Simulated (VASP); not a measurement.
Input:

```
WSi2
1.0
   -1.61078     1.61078     3.92909
    1.61078    -1.61078     3.92909
    1.61078     1.61078    -3.92909
Si W
2 1
Direct
  0.66500   0.66500   0.00000
  0.33500   0.33500   0.00000
  0.00000   0.00000   0.00000
```

Method: PBE GGA, VASP's PBE PAW potentials (set 64) (plane waves; VASP). Numerical set-up: 300 eV cut-off, 10×10×10 Γ-centred mesh, Fermi-Dirac smearing of 0.14 eV, potentials Si W_sv.

At this cut-off the stress carries a Pulay error, which pulls relaxed volumes low.

Which forces act on the atoms, in eV/Å?

```csv
atom,Fx,Fy,Fz
Si1,0.000,0.000,0.101
Si2,0.000,0.000,-0.101
W3,0.000,0.000,0.000
```

Give the stress tensor in GPa (positive for a compressed cell).

```
1.06  0.00  0.00
0.00  1.06  0.00
0.00  0.00  0.98
```
The pressure is its mean diagonal, 1.03 GPa.

The structure is a typed WSi2 crystal. The cell was not relaxed at this level.
